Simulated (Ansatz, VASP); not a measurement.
Two plane-wave programs on SiF

```
Si F
1.0
     3.03144    0.00000    0.00000
     0.00000    3.03144    0.00000
     0.00000    0.00000    3.03144
Si F
1 1
Direct
  0.50000 0.50000 0.50000
  0.00000 0.00000 0.00000
```

Alike in both runs: functional PBE; k mesh 6 × 6 × 6; occupations gaussian, width 0.1 eV; no spin polarisation.

Ansatz relaxed the structure, and its values are those at the end. VASP's run is a single point on that final structure, the one shown.

```csv
,VASP,Ansatz
version,VASP 6.6.1,Ansatz 0.2.0
potentials or method,"VASP PAW PBE potentials, release 64 (Si, F)","scalar-relativistic, plane waves, PAW"
plane-wave cutoff (eV),520,420
valence electrons in the cell,11,11
```

Ansatz gave:

* gap on the k mesh at the Fermi level (eV): none
* pressure (GPa): 0.0

Task: Which values does VASP return?

Result: gap on the k mesh at the Fermi level (eV): none; pressure (GPa): -0.2.

A gap of «none» marks a metal or a gap that the smearing closes.

Caveats: an odd number of electrons without spin polarisation forces a metal; a magnetic or distorted state may lie lower.
